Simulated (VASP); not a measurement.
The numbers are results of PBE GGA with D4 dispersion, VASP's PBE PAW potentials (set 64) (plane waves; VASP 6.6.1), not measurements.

Input for VASP

### INCAR
```
SYSTEM=HfC
PREC=Accurate; ENCUT=520; LREAL=F
LASPH=T
EDIFF=1E-7; NELM=100; ALGO=Normal
LMAXMIX=6
ISMEAR=1; SIGMA=0.1
GGA=PE; IVDW=13
ISIF=2
LWAVE=F; LCHARG=F
```

**POSCAR**
```
HfC
1
    0.0000000000     2.2649989044     2.2649989044
    2.2649989044     0.0000000000     2.2649989044
    2.2649989044     2.2649989044     0.0000000000
Hf C
1 1
Direct
  0.0000000000   0.0000000000   0.0000000000
  0.5000000000   0.5000000000   0.5000000000
```

### KPOINTS
```
Automatic mesh
0
Gamma
14 14 14
0 0 0
```

POTCAR, in this order: Hf_pv C (PBE.64 set). Program: vasp_std.

Problem. What will the output report for the number of irreducible k-points (NKPTS), largest plane-wave count, number of space-group operations, FFT grid (NGX, NGY, NGZ)?

Solution. 
```json
{
  "number of irreducible k-points (NKPTS)": "104",
  "largest_plane_wave_count": "637",
  "number_of_space_group_operations": "48",
  "FFT grid (NGX, NGY, NGZ)": "24 × 24 × 24"
}
```

The compound is HfC in the rock salt structure. This cell is one point of a volume scan, at 0.94 of the reference volume.
